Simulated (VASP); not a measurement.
An input for Quantum ESPRESSO's pw.x (written as the equivalent of a VASP run, and not itself run):

```
&CONTROL
  calculation = 'scf'
  pseudo_dir = './pseudo'
  outdir = './out'
  tprnfor = .true.
  tstress = .true.
/
&SYSTEM
  ibrav = 0
  nat = 8
  ntyp = 2
  ecutwfc = 96
  occupations = 'smearing'
  smearing = 'gaussian'
  degauss = 0.00735
  input_dft = 'pz'
  nspin = 2
  starting_magnetization(1) = 0.4
/
&ELECTRONS
  conv_thr = 7.3e-08
  electron_maxstep = 100
/
ATOMIC_SPECIES
  Mn 54.938 Mn.upf
  B 10.810 B.upf
CELL_PARAMETERS angstrom
     5.5631820    0.0000000    0.0000000
     0.0000000    2.9768500    0.0000000
     0.0000000    0.0000000    4.1472430
ATOMIC_POSITIONS crystal
  Mn   0.1758800  0.2500000  0.1208300
  Mn   0.3241200  0.7500000  0.6208300
  Mn   0.6758800  0.2500000  0.3791700
  Mn   0.8241200  0.7500000  0.8791700
  B    0.0341000  0.2500000  0.6128000
  B    0.4659000  0.7500000  0.1128000
  B    0.5341000  0.2500000  0.8872000
  B    0.9659000  0.7500000  0.3872000
K_POINTS automatic
  3 5 4 0 0 0
```

### Question
Write the VASP files for the same calculation (LDA).

### Answer
Several could match; the one computed here: 
### POSCAR
```
MnB
1
    5.5631820000     0.0000000000     0.0000000000
    0.0000000000     2.9768500000     0.0000000000
    0.0000000000     0.0000000000     4.1472430000
Mn B
4 4
Direct
  0.1758800000   0.2500000000   0.1208300000
  0.3241200000   0.7500000000   0.6208300000
  0.6758800000   0.2500000000   0.3791700000
  0.8241200000   0.7500000000   0.8791700000
  0.0341000000   0.2500000000   0.6128000000
  0.4659000000   0.7500000000   0.1128000000
  0.5341000000   0.2500000000   0.8872000000
  0.9659000000   0.7500000000   0.3872000000
```

KPOINTS:
```
Automatic mesh
0
Gamma
3 5 4
0 0 0
```

**INCAR**
```
ALGO=Normal
EDIFF=1E-6
ENCUT=400
ISIF=2
ISMEAR=0
ISPIN=2
LASPH=.TRUE.
LCHARG=.FALSE.
LMAXMIX=4
LORBIT=11
LREAL=.FALSE.
LWAVE=.FALSE.
MAGMOM=4.0 4.0 4.0 4.0 0.0 0.0 0.0 0.0
NELM=100
PREC=Accurate
SIGMA=0.1
SYSTEM=MnB
```

POTCAR, in this order: Mn_pv B (LDA.64 set). Program: vasp_std.

What does not carry over: the potentials are each code's own (VASP's PAW set, PseudoDojo norm-conserving files in pw.x), so ENCUT and ecutwfc are chosen apart and not converted; conv_thr bounds pw.x's estimated SCF error, while EDIFF bounds the energy change between steps; starting_magnetization is a fraction of the valence charge and MAGMOM a moment in μB, so they match only roughly.

The structure comes from a measured MnB entry of the Crystallography Open Database, whose conditions weren't checked. The cell was not relaxed at this level. The k-mesh is coarse (spacing up to 0.42 per Å, 2π included), so the numbers may not be converged in it. The run is one of a series of settings (GGA removed, POTCAR Mn_pv B (LDA.64 set) against the base run), some of them coarse on purpose.
